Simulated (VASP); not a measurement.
# Lattice of TaAs across functionals and dispersion corrections, part 3 of 3

Aim: relax TaAs at several levels and hold each cell against experiment. LASPH is on for some levels and off for others; the table marks which. The start is a computed cell from the Materials Project.

VASP 6.6.1, plane waves and PAW; the level of theory is named at each step.

So far. Step 5 (Relaxation with r2SCAN): It ends at 17.40 Å³/atom, under 0.05 % from the start, with 0.01 GPa left. The conventional cell has a = 3.444 and c = 11.736 Å. Step 6 (Relaxation with PBE + D3(BJ)): It ends at 17.09 Å³/atom, -1.8 % from the start, with 0.02 GPa left. The conventional cell has a = 3.435 and c = 11.583 Å. Against plain PBE, the dispersion term moves a by -0.9 % and c by -1.4 %.

## (7) Relaxation with r2SCAN + rVV10

This step: r2SCAN with rVV10; plane waves and PAW (Ta_pv, As) (VASP 6.6.1).

LUSE_VDW switches on a nonlocal correlation term for dispersion.

File INCAR:

```
SYSTEM = TaAs
PREC = Accurate
ENCUT = 520
EDIFF = 1E-06
NELM = 100
ISMEAR = -1
SIGMA = 0.05
LREAL = .FALSE.
ALGO = Normal
METAGGA = R2SCAN
LUSE_VDW = .TRUE.
IVDW_NL = 2
BPARAM = 11.95
CPARAM = 0.0093
LASPH = .TRUE.
NBANDS = 22
LORBIT = 11
LWAVE = .FALSE.
LCHARG = .FALSE.
KPAR = 4
IBRION = 2
NSW = 60
ISIF = 3
EDIFFG = -0.01
```

File POSCAR:

```
TaAs
1.0
   -1.7218133622      1.7218133622      5.8679415361
    1.7218133622     -1.7218133622      5.8679415361
    1.7218133622      1.7218133622     -5.8679415361
Ta As
2 2
Direct
    0.4999673000      0.9999673000      0.5000000000
    0.7499673000      0.7499673000      0.0000000000
    0.0826321200      0.5826321200      0.5000000000
    0.3326321200      0.3326321200      0.0000000000
```

File KPOINTS:

```
Automatic mesh
0
Gamma
9 9 9
0 0 0
```

PAW data sets: Ta_pv and As (PBE family, release 64).

On the command line:

```bash
$ mpirun -np 4 vasp_std
```

Log:

```text
[banner, memory and clock lines left out]
running    4 mpi-ranks, on    1 nodes
[...]
|                                                                             |
|               ----> ADVICE to this user running VASP <----                  |
|                                                                             |
|     You have switched on vdW-DFT.                                           |
|     This routine was written and supplied by Jiri Klimes. We recommend      |
|     that you carefully read and cite the following publications:            |
|       J. Klimes, D.R. Bowler, A. Michelides                                 |
|          J. Phys.: Cond Matt. 22 022201 (2010)                              |
|       J. Klimes, D.R. Bowler, A. Michelides                                 |
|          Phys. Rev. B. 83, 195131 (2011)                                    |
|     and references therein.                                                 |
|                                                                             |

[...]
Total rVV10 correction in eV:      0.4919454    38.6268228
Total rVV10 correction in eV:      0.4919454    38.6268228
Total rVV10 correction in eV:      0.4919454    38.6268228
DAV:  13    -0.128587382525E+03    0.84494E-06   -0.95789E-07  2792   0.531E-03
Total rVV10 correction in eV:      0.4919492    38.6268228
Total rVV10 correction in eV:      0.4919492    38.6268228
Total rVV10 correction in eV:      0.4919492    38.6268228
Total rVV10 correction in eV:      0.4919492    38.6268228
Total rVV10 correction in eV:      0.4919492    38.6268228
Total rVV10 correction in eV:      0.4919492    38.6268228
Total rVV10 correction in eV:      0.4919492    38.6268228
Total rVV10 correction in eV:      0.4919492    38.6268228
   1 F= -.12858738E+03 E0= -.12858456E+03  d E =-.128587E+03
[... from here on, the cycles between the ionic steps are left out ...]
   2 F= -.12858450E+03 E0= -.12858171E+03  d E =0.288205E-02
   3 F= -.12858844E+03 E0= -.12858563E+03  d E =-.105438E-02
   4 F= -.12858844E+03 E0= -.12858563E+03  d E =-.105458E-02
   5 F= -.12858849E+03 E0= -.12858567E+03  d E =-.486386E-04
 trial-energy change:   -0.000049  1 .order   -0.000050   -0.000074   -0.000026
 step:   1.3440(harm=  1.3440)  dis= 0.00037  next Energy=  -128.588494 (dE=-0.573E-04)
 reached required accuracy - stopping structural energy minimisation
```

It took 11 min on 4 MPI ranks of Intel Xeon 6975P-C (Granite Rapids), shared host; peak memory 3.2 GiB; 44 min of CPU time.

Parts of OUTCAR (step 7):

```text
  Total        0.0086230      0.0086230     -0.0208451      0.0000000      0.0000000      0.0000000
  in kB        0.1995461      0.1995461     -0.4823795      0.0000000      0.0000000      0.0000000
  external PRESSURE =      -0.0277624 kB  Pullay stress =       0.0000000 kB

 POSITION                                       TOTAL-FORCE (eV/Angst)
 -----------------------------------------------------------------------------------
      1.71966      0.00000      5.85296         0.000000      0.000000      0.005971
      1.71966      1.71966      2.92643        -0.000000     -0.000000      0.005971
      1.71966     -0.00000      0.96702         0.000000     -0.000000     -0.005971
      0.00000      0.00000      3.89355        -0.000000      0.000000     -0.005971
 -----------------------------------------------------------------------------------
    total drift:                               -0.000002     -0.000002     -0.000813

  FREE ENERGIE OF THE ION-ELECTRON SYSTEM (eV)
  ---------------------------------------------------
  free  energy   TOTEN  =      -128.5884857476 eV

  energy  without entropy=     -128.5828482492  energy(sigma->0) =     -128.58566700

[... 2 parts as in an earlier step ...]

[... 2 further parts left out ...]
[key lines of the parts left out:]
E-fermi :   6.9687
```

It ends at 17.31 Å³/atom, -0.5 % from the start, with 0.00 GPa left. The conventional cell has a = 3.439 and c = 11.706 Å. Against plain r2SCAN, the dispersion term moves a by -0.1 % and c by -0.3 %.

## (8) Relaxation with optB88-vdW

This step: optB88-vdW; plane waves and PAW (Ta_pv, As) (VASP 6.6.1).

optB88-vdW pairs nonlocal correlation with a B88-type exchange refitted to the binding of molecular dimers.

Changes to INCAR since step 7:

```diff
@@ -9,7 +9,7 @@
 ALGO = Normal
-METAGGA = R2SCAN
+GGA = BO
+AGGAC = 0
 LUSE_VDW = .TRUE.
-IVDW_NL = 2
-BPARAM = 11.95
-CPARAM = 0.0093
+PARAM1 = 0.1833333333
+PARAM2 = 0.22
 LASPH = .TRUE.
```

POSCAR is that of step 7.

KPOINTS is that of step 7.

On the command line:

```bash
$ mpirun -np 4 vasp_std
```

Log:

```text
[banner, memory and clock lines left out]
running    4 mpi-ranks, on    1 nodes
[...]
[... a notice as in an earlier step ...]

 [... a notice as in an earlier step ...]

 LDA part: xc-table for (Slater+PW92), standard interpolation
 POSCAR, INCAR and KPOINTS ok, starting setup
[...]
entering main loop
       N       E                     dE             d eps       ncg     rms          rms(c)
DAV:   1     0.249658317970E+03    0.24966E+03   -0.16802E+04  3308   0.141E+03
DAV:   2    -0.169598638443E+02   -0.26662E+03   -0.25633E+03  3792   0.369E+02
DAV:   3    -0.276567717147E+02   -0.10697E+02   -0.10430E+02  4268   0.653E+01
DAV:   4    -0.278460387439E+02   -0.18927E+00   -0.18809E+00  4008   0.830E+00
[...]
DAV:  11    -0.260821855243E+02   -0.64852E-06   -0.33610E-05  4472   0.345E-02    0.118E-02
DAV:  12    -0.260821812298E+02    0.42944E-05   -0.14683E-05  4180   0.275E-02    0.195E-03
DAV:  13    -0.260821812555E+02   -0.25655E-07   -0.41403E-07  2544   0.465E-03
   1 F= -.26082181E+02 E0= -.26079114E+02  d E =-.260822E+02
[... from here on, the cycles between the ionic steps are left out ...]
   2 F= -.26043246E+02 E0= -.26039999E+02  d E =0.389348E-01
   3 F= -.26098861E+02 E0= -.26095729E+02  d E =-.166798E-01
   4 F= -.26098862E+02 E0= -.26095731E+02  d E =-.166803E-01
   5 F= -.26098972E+02 E0= -.26095831E+02  d E =-.110565E-03
 trial-energy change:   -0.000111  1 .order   -0.000113   -0.000148   -0.000077
 step:   1.8174(harm=  1.8174)  dis= 0.00151  next Energy=   -26.099016 (dE=-0.155E-03)
 reached required accuracy - stopping structural energy minimisation
```

The job ended after 8.3 min (4 MPI ranks; peak memory 3.7 GiB).

From OUTCAR (step 8):

```text
  Total        0.0324593      0.0324593     -0.0330003      0.0000000      0.0000000      0.0000000
  in kB        0.7325947      0.7325947     -0.7448055      0.0000000      0.0000000      0.0000000
  external PRESSURE =       0.2401280 kB  Pullay stress =       0.0000000 kB

 POSITION                                       TOTAL-FORCE (eV/Angst)
 -----------------------------------------------------------------------------------
      0.00000      1.73512      0.00073        -0.000000      0.000000      0.008814
      1.73512      1.73512      2.94813         0.000000     -0.000000      0.008814
      1.73512     -0.00000      0.97308        -0.000000      0.000000     -0.008814
      0.00000      0.00000      3.92048         0.000000     -0.000000     -0.008814
 -----------------------------------------------------------------------------------
    total drift:                                0.000000      0.000000     -0.000444

  FREE ENERGIE OF THE ION-ELECTRON SYSTEM (eV)
  ---------------------------------------------------
  free  energy   TOTEN  =       -26.0989721385 eV

  energy  without entropy=      -26.0926893798  energy(sigma->0) =      -26.09583076

[... 2 parts as in an earlier step ...]

[... 2 further parts left out ...]
[key lines of the parts left out:]
E-fermi :   6.6830
```

It ends at 17.75 Å³/atom, +2.0 % from the start, with 0.02 GPa left. The conventional cell has a = 3.470 and c = 11.790 Å.

## (9) Relaxation with PBEsol + D3(BJ)

This step: PBEsol with D3(BJ); plane waves and PAW (Ta_pv, As) (VASP 6.6.1).

Changes to INCAR since step 8:

```diff
@@ -9,8 +9,4 @@
 ALGO = Normal
-GGA = BO
-AGGAC = 0
-LUSE_VDW = .TRUE.
-PARAM1 = 0.1833333333
-PARAM2 = 0.22
-LASPH = .TRUE.
+GGA = PS
+IVDW = 12
 NBANDS = 22
```

POSCAR is that of step 8.

KPOINTS is that of step 8.

On the command line:

```bash
$ mpirun -np 4 vasp_std
```

Log:

```text
[... set-up lines as in an earlier step ...]
 entering main loop
       N       E                     dE             d eps       ncg     rms          rms(c)
[... 13 cycles as in an earlier step ...]
   1 F= -.40115440E+02 E0= -.40112366E+02  d E =-.401154E+02
[... from here on, the cycles between the ionic steps are left out ...]
   2 F= -.39792970E+02 E0= -.39790141E+02  d E =0.322470E+00
   3 F= -.40208594E+02 E0= -.40205600E+02  d E =-.931543E-01
   4 F= -.40208690E+02 E0= -.40205697E+02  d E =-.932497E-01
   5 F= -.40208665E+02 E0= -.40205674E+02  d E =-.932250E-01
   6 F= -.40211629E+02 E0= -.40208566E+02  d E =-.296440E-02
   7 F= -.40212076E+02 E0= -.40209015E+02  d E =-.341078E-02
   8 F= -.40212307E+02 E0= -.40209228E+02  d E =-.230915E-03
   9 F= -.40212479E+02 E0= -.40209407E+02  d E =-.402829E-03
  10 F= -.40212448E+02 E0= -.40209373E+02  d E =0.311143E-04
  11 F= -.40212528E+02 E0= -.40209455E+02  d E =-.493376E-04
[...]
reached required accuracy - stopping structural energy minimisation
```

Wall time 3.2 min (4 MPI ranks); peak memory 1.7 GiB.

Parts of OUTCAR (step 9):

```text
 Edisp (eV)   -2.53192

 Edisp (eV)   -2.52911

  Total       0.01301     0.01301    -0.01003     0.00000     0.00000     0.00000
  in kB       0.31460     0.31460    -0.24236     0.00000     0.00000     0.00000
  external pressure =        0.13 kB  Pullay stress =        0.00 kB

 POSITION                                       TOTAL-FORCE (eV/Angst)
 -----------------------------------------------------------------------------------
      0.00000      1.70187      0.00591        -0.000000      0.000000     -0.000677
      0.00000      0.00000      8.58636         0.000000     -0.000000     -0.000677
      1.70187     -0.00000      0.93907        -0.000000      0.000000      0.000677
      0.00000      0.00000      3.79922         0.000000     -0.000000      0.000677
 -----------------------------------------------------------------------------------
    total drift:                               -0.000000     -0.000000     -0.000166

  FREE ENERGIE OF THE ION-ELECTRON SYSTEM (eV)
  ---------------------------------------------------
  free  energy   TOTEN  =       -40.2125280022 eV

  energy  without entropy=      -40.2063826630  energy(sigma->0) =      -40.20945533

[... 2 parts as in an earlier step ...]

[... 2 further parts left out ...]
[key lines of the parts left out:]
E-fermi :   7.2961
```

The gap is read on the k-mesh alone, so it is an upper bound where the band edges lie off the mesh, and a coarse mesh can show a gap where there is none. The gap is under twice the smearing width, so the edge states are partly filled and the run can't tell a small gap from a semimetal.

It ends at 16.57 Å³/atom, -4.8 % from the start, with 0.01 GPa left. The conventional cell has a = 3.404 and c = 11.441 Å. Against plain PBEsol, the dispersion term moves a by -0.8 % and c by -1.4 %.

## (10) The cells as a table

This step: relaxed cells at several levels; plane waves and PAW (VASP 6.6.1).

This step runs nothing: it gathers the runs above.

Lengths are those of the conventional cell; cost is the wall time of each run, as given at its step, times its ranks, without the set-up around it; LASPH differs between rows, which moves results and costs too. Results by level, by row:

| level | volume (Å³/atom) | change from the start (%) | a (Å) | c (Å) | cost (core minutes) | LASPH |
| --- | --- | --- | --- | --- | --- | --- |
| LDA | 16.83 | -3.3 | 3.415 | 11.55 | 11.1 | off |
| PBEsol | 17.09 | -1.8 | 3.433 | 11.6 | 9.53 | off |
| PBE | 17.63 | 1.4 | 3.465 | 11.75 | 7.53 | off |
| r2SCAN | 17.4 | 0 | 3.444 | 11.74 | 7.4 | on |
| PBE + D3(BJ) | 17.09 | -1.8 | 3.435 | 11.58 | 8.33 | off |
| r2SCAN + rVV10 | 17.31 | -0.5 | 3.439 | 11.71 | 44.4 | on |
| optB88-vdW | 17.75 | 2 | 3.47 | 11.79 | 33.1 | on |
| PBEsol + D3(BJ) | 16.57 | -4.8 | 3.404 | 11.44 | 13 | off |

## (11) What came out

| Item | Value |
| --- | --- |
| volume, LDA | 16.83 Å³/atom |
| volume, PBEsol | 17.09 Å³/atom |
| volume, PBE | 17.63 Å³/atom |
| volume, r2SCAN | 17.40 Å³/atom |
| volume, PBE + D3(BJ) | 17.09 Å³/atom |
| volume, r2SCAN + rVV10 | 17.31 Å³/atom |
| volume, optB88-vdW | 17.75 Å³/atom |
| volume, PBEsol + D3(BJ) | 16.57 Å³/atom |

**Reading.** For TaAs the levels give volumes between 16.57 Å³/atom (PBEsol + D3(BJ)) and 17.75 Å³/atom (optB88-vdW), a spread of 7.1 %, while the cost of the finished runs spans a factor of 6.0. Within 1 % of experiment on every length: LDA, PBEsol, PBE, r2SCAN, PBE + D3(BJ) and r2SCAN + rVV10. The nearest, PBEsol, is among the cheap ones. Thermal and zero-point expansion, often some tenths of a per cent in length, bear on this order (less where the cell was measured cold): with the measured lengths lowered by an assumed 0.4 % the nearest becomes LDA. The costs hold the number of ionic steps as well as the price of the functional. The closing table has room for seven levels; r2SCAN + rVV10 stands in the table of levels alone. Adding D3(BJ) to PBE changes the volume by -3.1 % (a by -0.9 % and c by -1.4 %). Adding rVV10 to r2SCAN changes the volume by -0.5 % (a by -0.1 % and c by -0.3 %). Adding D3(BJ) to PBEsol changes the volume by -3.1 % (a by -0.8 % and c by -1.4 %). Within 0.02 Å all end in space group I4_1md; the runs can't lower the symmetry of the start. Spin-orbit coupling is left out. LASPH is on for some levels and off for others, so differences between them are not the functional's alone. Each is a single relaxation on the plane waves of the start cell, so larger changes of volume carry a basis-set error that was not tested here.

Computed beside measured:

```
              quantity  measured              LDA           PBEsol              PBE           r2SCAN     PBE + D3(BJ)       optB88-vdW  PBEsol + D3(BJ)
lattice constant a (Å)   3.43349   3.415 (-0.6 %)   3.433 (-0.0 %)   3.465 (+0.9 %)   3.444 (+0.3 %)   3.435 (+0.1 %)   3.470 (+1.1 %)   3.404 (-0.9 %)
lattice constant c (Å)    11.633  11.548 (-0.7 %)  11.603 (-0.3 %)  11.749 (+1.0 %)  11.736 (+0.9 %)  11.583 (-0.4 %)  11.790 (+1.3 %)  11.441 (-1.7 %)
```

Measured values from arxiv:2307.16009 (2023).

**Verdict.** For the lattice constant a, of the levels listed nearest comes PBEsol (-0.0 %, good agreement) and farthest optB88-vdW (+1.1 %, fair agreement). For the lattice constant c, of the levels listed nearest comes PBEsol (-0.3 %, good agreement) and farthest PBEsol + D3(BJ) (-1.7 %, fair agreement). The grades are ours: good and fair within 0.7 and 1.5 % for the lattice constant a and 0.8 and 2 % for the lattice constant c. For lattice constants the calculation has a static lattice, without zero-point motion or thermal expansion (measured at up to 80 K).

[Lines on the potential files, build, host, timing and source positions are cut from VASP's logs without a mark.]

[Logs are printed without paths, hosts, clocks, repeated set-up lines and the standing remarks that a program may print on its own settings, such as how far it seeks lower states.]

[Hosts, paths, dates, database ids (printed as entryN), source tags and the programs' standing remarks are cut or masked in the printed files.]

[A measured line is paired with the nearest computed mode of its activity, which favours agreement.]

[In band tables of VASP the shares of atoms and orbitals are scaled to a sum of 1 inside the atoms' spheres.]
